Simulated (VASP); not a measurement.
Crystal: Al2GaP3.

```
Al Ga P
1.0
     3.86000    0.00000    0.00000
    -1.93000    3.34286    0.00000
     0.00000    0.00000    9.46000
Al Ga P
2 1 3
Direct
  0.33333 0.66667 0.33330
  0.66667 0.33333 0.66670
  0.00000 0.00000 0.00000
  0.00000 0.00000 0.25000
  0.66667 0.33333 0.91670
  0.33333 0.66667 0.58330
```

The cell was built by a generator and needn't be a form met in nature.

```yaml
Program: VASP 6.6.1
Task: relaxation of cell and atoms
Functional: PBE
Potentials_or_basis: VASP PAW PBE potentials, release 64 (Al, Ga_d, P)
Cutoff: 520 eV
k_mesh: 4 × 4 × 2
Occupations: gaussian, width 0.15 eV
Spin: no spin polarisation
```

At the start: pressure 2.2 GPa; volume 20.34 Å³/atom.

**Question.** Where does the relaxation end?

**Answer.** Over 5 steps the energy falls by 4.3 meV/atom and the volume is 20.99 Å³/atom (+3.2 %); space group P3m1 (No. 156, to 0.05 Å).

Step by step:
| step | energy change (eV) | largest force (eV/Å) | pressure (GPa) | volume (Å³) |
| --- | --- | --- | --- | --- |
| 1 | 0.0000 | 0.0982 | 2.20 | 122.07 |
| 2 | -0.0213 | 0.0804 | -1.20 | 127.08 |
| 3 | -0.0262 | 0.0751 | 0.83 | 125.57 |
| 4 | -0.0252 | 0.0810 | -0.72 | 126.19 |
| 5 | -0.0258 | 0.0795 | -0.17 | 125.91 |

Final structure:
```
CELL_PARAMETERS angstrom
3.90636 0.00000 0.00000
-1.95318 3.38301 0.00000
0.00000 0.00000 9.52796
ATOMIC_POSITIONS crystal
Al 0.33333 0.66667 0.33310
Al 0.66667 0.33333 0.66677
Ga 0.00000 0.00000 0.00008
P 0.00000 0.00000 0.25029
P 0.66667 0.33333 0.91631
P 0.33333 0.66667 0.58345
```

Caveat: the k mesh is coarse (spacing up to 0.47 Å⁻¹), so the values aren't converged.
